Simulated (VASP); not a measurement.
Method: PBEsol GGA, VASP's PBE PAW potentials (set 64) (plane waves; VASP).

The input files of a VASP run:

INCAR:
```
! general
SYSTEM   =  Mo
PREC     =  Accurate
ENCUT    =  480   ! plane-wave cut-off (eV)
LREAL    =  F   ! projection in real space or not
LASPH    =  T   ! aspherical one-centre terms

! electronic loop
EDIFF    =  1E-7   ! SCF stop (eV)
NELM     =  100   ! most electronic steps
ALGO     =  Normal   ! blocked Davidson
LMAXMIX  =  4   ! l cut-off of mixed one-centre charges

! smearing
ISMEAR   =  1
SIGMA    =  0.1   ! width (eV)

! functional
GGA      =  PS

! ions
ISIF     =  2   ! forces and stress, cell fixed

! output
LWAVE    =  F
LCHARG   =  F
```

**KPOINTS**
```
kpoints
0
Gamma
  16 16 16
0 0 0
```

**POSCAR**
```
Mo
1
   -1.5963534181     1.5963534181     1.5963534181
    1.5963534181    -1.5963534181     1.5963534181
    1.5963534181     1.5963534181    -1.5963534181
Mo
1
Direct
  0.0000000000   0.0000000000   0.0000000000
```

POTCAR, in this order: Mo_sv (PBE.64 set). Program: vasp_std.

The run wrote:

File OSZICAR:
```
       N       E                     dE             d eps       ncg     rms          rms(c)
DAV:   1     0.836688291293E+02    0.83669E+02   -0.79641E+03  3225   0.122E+03
DAV:   2    -0.113233008935E+02   -0.94992E+02   -0.91981E+02  3499   0.328E+02
DAV:   3    -0.125516609207E+02   -0.12284E+01   -0.12179E+01  3702   0.372E+01
DAV:   4    -0.125548643847E+02   -0.32035E-02   -0.32032E-02  3498   0.224E+00
DAV:   5    -0.125548812234E+02   -0.16839E-04   -0.16838E-04  3691   0.159E-01    0.145E+01
DAV:   6    -0.118387902045E+02    0.71609E+00   -0.12858E+00  3439   0.133E+01    0.351E+00
DAV:   7    -0.117450766138E+02    0.93714E-01   -0.23407E-01  3731   0.524E+00    0.111E+00
DAV:   8    -0.117394711311E+02    0.56055E-02   -0.50750E-03  3310   0.103E+00    0.211E-01
DAV:   9    -0.117392908216E+02    0.18031E-03   -0.34891E-04  3694   0.216E-01    0.681E-02
DAV:  10    -0.117392960943E+02   -0.52727E-05   -0.10870E-05  3499   0.428E-02    0.285E-03
DAV:  11    -0.117392961306E+02   -0.36338E-07   -0.49604E-07  3720   0.808E-03
   1 F= -.11739296E+02 E0= -.11739487E+02  d E =0.572934E-03
```

OUTCAR:
```
------------------------ aborting loop because EDIFF is reached ----------------------------------------
  FORCE on cell =-STRESS in cart. coord.  units (eV):
  Direction    XX          YY          ZZ          XY          YZ          ZX
  --------------------------------------------------------------------------------------
  Total       -1.4789367     -1.4789367     -1.4789367      0.0000000     -0.0000000      0.0000000
  in kB     -145.6173237   -145.6173237   -145.6173237      0.0000000     -0.0000000      0.0000000
  external PRESSURE =    -145.6173237 kB  Pullay stress =       0.0000000 kB
  volume of cell :       16.27
      direct lattice vectors                 reciprocal lattice vectors
    -1.596353418  1.596353418  1.596353418     0.000000000  0.313213850  0.313213850
     1.596353418 -1.596353418  1.596353418     0.313213850  0.000000000  0.313213850
     1.596353418  1.596353418 -1.596353418     0.313213850  0.313213850  0.000000000
 POSITION                                       TOTAL-FORCE (eV/Angst)
 -----------------------------------------------------------------------------------
      0.00000      0.00000      0.00000        -0.000000      0.000000      0.000000
 -----------------------------------------------------------------------------------
    total drift:                                0.000000     -0.000000      0.000000
  FREE ENERGIE OF THE ION-ELECTRON SYSTEM (eV)
  ---------------------------------------------------
  free  energy   TOTEN  =       -11.7392961306 eV

  energy  without entropy=      -11.7398690648  energy(sigma->0) =      -11.73948711
```
(Selected blocks of OUTCAR.)

The compound is Mo in the bcc structure. This cell was strained or had an atom moved on purpose.
